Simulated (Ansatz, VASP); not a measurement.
## Two plane-wave programs on P2Se2O

```
P Se O
1.0
     3.68452    0.00000    0.00000
     0.00000    3.68452    0.00000
     0.00000    0.00000    6.95778
P Se O
2 2 1
Direct
  0.50000 0.50000 0.00178
  0.50000 0.50000 0.32907
  0.00000 0.00000 0.31502
  0.50000 0.50000 0.68896
  0.00000 0.00000 0.05604
```

Alike in both runs: functional PBE; dispersion D3(BJ); k mesh 6 × 6 × 4; occupations gaussian, width 0.1 eV; no spin polarisation.

Ansatz relaxed the structure, and its values are those at the end. VASP's run is a single point on that final structure, the one shown.

|  | VASP | Ansatz |
| --- | --- | --- |
| version | VASP 6.6.1 | Ansatz 0.2.0 |
| potentials or method | VASP PAW PBE potentials, release 64 (P, Se, O) | scalar-relativistic, plane waves, PAW |
| plane-wave cutoff (eV) | 520 | 420 |
| valence electrons in the cell | 28 | 48 |

Ansatz gave:

* gap on the k mesh at the Fermi level (eV): none
* pressure (GPa): 0.0
* rms of the force components (eV/Å): 0.012

Question: What did VASP give for the same quantities?

Answer: gap on the k mesh at the Fermi level (eV): none; pressure (GPa): 0.1; rms of the force components (eV/Å): 0.064.

A gap of «none» marks a metal or a gap that the smearing closes. The two sets of potentials don't hold the same shells in valence.

Caveats: pairwise dispersion overbinds metals, which lowers pressure and volume.
